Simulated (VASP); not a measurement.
Level of theory: AM05 GGA, VASP's PBE PAW potentials (set 64) (plane waves; VASP).

VASP input:

**INCAR**
```
ALGO=Normal
EDIFF=1E-7
ENCUT=520
GGA=AM
ICHARG=11
ISMEAR=0
LASPH=.True.
LCHARG=.False.
LORBIT=11
LREAL=.False.
LWAVE=.False.
NELM=100
PREC=Accurate
SIGMA=0.05
SYSTEM=BP
```

**KPOINTS**
```
k-points along high-symmetry lines
15
Line-mode
Reciprocal
  0.000000   0.000000   0.000000 ! GAMMA
 -0.500000  -0.500000   0.000000 ! X

 -0.500000  -0.500000   0.000000 ! X
 -0.375000  -0.375000   0.250000 ! U

 -0.375000   0.000000   0.375000 ! K
  0.000000   0.000000   0.000000 ! GAMMA

  0.000000   0.000000   0.000000 ! GAMMA
 -0.000000  -0.000000   0.500000 ! L

 -0.000000  -0.000000   0.500000 ! L
 -0.500000  -0.250000   0.250000 ! W

 -0.500000  -0.250000   0.250000 ! W
 -0.500000  -0.500000   0.000000 ! X
```

### POSCAR
```
BP
1.0
  0.0000000000   2.2595673022   2.2595673022
  2.2595673022   0.0000000000   2.2595673022
  2.2595673022   2.2595673022   0.0000000000
B P
1 1
Direct
  0.0000000000   0.0000000000   0.0000000000
  0.2500000000   0.2500000000   0.2500000000
```

POTCAR, in this order: B P (PBE.64 set). Program: vasp_std. Read from the step before: CHGCAR.

Output

OUTCAR:
```
 ion  position               nearest neighbor table
   1  0.000  0.000  0.000-   2 1.96   2 1.96   2 1.96   2 1.96
   2  0.250  0.250  0.250-   1 1.96   1 1.96   1 1.96   1 1.96
  LATTYP: Found a face centered cubic cell.
 ALAT       =     4.5191346044
 Subroutine PRICEL returns:
 Original cell was already a primitive cell.
 Subroutine GETGRP returns: Found 24 space group operations
The static configuration has the point symmetry T_d .
The dynamic configuration has the point symmetry T_d .
 Subroutine INISYM returns: Found 24 space group operations
   k-points           NKPTS =     90   k-points in BZ     NKDIM =     90   number of bands    NBANDS=      8
   number of dos      NEDOS =    301   number of ions     NIONS =      2
   total plane-waves  NPLWV =  13824
   dimension x,y,z NGX =    24 NGY =   24 NGZ =   24
   dimension x,y,z NGXF=    48 NGYF=   48 NGZF=   48
   ions per type =               1   1
   PREC   = accura    normal or accurate (medium, high low for compatibility)
   ISTART =      0    job   : 0-new  1-cont  2-samecut
   ICHARG =     11    charge: 1-file 2-atom 10-const
   ISPIN  =      1    spin polarized calculation?
   LNONCOLLINEAR =      F non collinear calculations
   LSORBIT =      F    spin-orbit coupling
   INIWAV =      1    electr: 0-lowe 1-rand  2-diag
   ENCUT  =  520.0 eV  38.22 Ry    6.18 a.u.   5.94  5.94  5.94*2*pi/ulx,y,z
   NELM   =    100;   NELMIN=  2; NELMDL= -5     # of ELM steps
   EDIFF  = 0.1E-06   stopping-criterion for ELM
   LREAL  =      F    real-space projection
   NLSPLINE    = F    spline interpolate recip. space projectors
   LMAXMIX     =    2 max onsite mixed and CHGCAR
   VOSKOWN=      0    Vosko Wilk Nusair interpolation
   EDIFFG = 0.1E-05   stopping-criterion for IOM
   NSW    =      0    number of steps for IOM
   NBLOCK =      1;   KBLOCK =      1    inner block; outer block
   IBRION =     -1    ionic relax: 0-MD 1-quasi-New 2-CG
   NFREE  =      0    steps in history (QN), initial steepest desc. (CG)
   ISIF   =      2    stress and relaxation
   ISYM   =      2    0-nonsym 1-usesym 2-fastsym
   TEIN   =    0.0    initial temperature
   TEBEG  =    0.0;   TEEND  =   0.0 temperature during run
...
```

### OSZICAR
```
       N       E                     dE             d eps       ncg     rms          rms(c)
DAV:   1     0.108870775954E+02    0.10887E+02   -0.41583E+03  1440   0.900E+02
DAV:   2    -0.110887164452E+02   -0.21976E+02   -0.20895E+02  2312   0.107E+02
DAV:   3    -0.113340248879E+02   -0.24531E+00   -0.24531E+00  1832   0.147E+01
DAV:   4    -0.113345483963E+02   -0.52351E-03   -0.52351E-03  2296   0.653E-01
DAV:   5    -0.113345492695E+02   -0.87317E-06   -0.87316E-06  1880   0.139E-02
DAV:   6    -0.113345492828E+02   -0.13374E-07   -0.13374E-07  2248   0.974E-04
   1 F= -.11334549E+02 E0= -.11334549E+02  d E =-.594548E-13
```

### OUTCAR
```
 val. band max:        7.5918059322   @ k =   0.0000   0.0000   0.0000

 cond. band min:       8.7161777292   @ k =  -0.4286  -0.4286   0.0000



 k-point     1 :       0.0000    0.0000    0.0000
  band No.  band energies     occupation
      1      -8.0078      2.00000
      2       7.5918      2.00000
      3       7.5918      2.00000
      4       7.5918      2.00000
      5      10.9352      0.00000
      6      10.9352      0.00000
      7      10.9352      0.00000
      8      15.1763      0.00000

 k-point     2 :      -0.0357   -0.0357    0.0000
  band No.  band energies     occupation
      1      -7.9767      2.00000
      2       7.4472      2.00000
      3       7.4472      2.00000
      4       7.4845      2.00000
      5      10.8695      0.00000
      6      11.1144      0.00000
      7      11.1144      0.00000
      8      15.2594      0.00000

 k-point     3 :      -0.0714   -0.0714    0.0000
  band No.  band energies     occupation
      1      -7.8835      2.00000
      2       7.0853      2.00000
      3       7.0853      2.00000
      4       7.1775      2.00000
      5      10.6906      0.00000
      6      11.5795      0.00000
      7      11.5795      0.00000
      8      15.4348      0.00000

 k-point     4 :      -0.1071   -0.1071    0.0000
  band No.  band energies     occupation
      1      -7.7284      2.00000
      2       6.6226      2.00000
      3       6.6226      2.00000
      4       6.7073      2.00000
      5      10.4381      0.00000
      6      12.2127      0.00000
      7      12.2127      0.00000
      8      15.4459      0.00000

 k-point     5 :      -0.1429   -0.1429    0.0000
  band No.  band energies     occupation
      1      -7.5122      2.00000
      2       6.1146      2.00000
      3       6.1325      2.00000
      4       6.1325      2.00000
      5      10.1496      0.00000
      6      12.9379      0.00000
      7      12.9379      0.00000
      8      14.9816      0.00000
...
```

The density is held fixed in this step, so its total energy and stress have no physical meaning.

The compound is BP in the zinc blende structure. It was relaxed first.
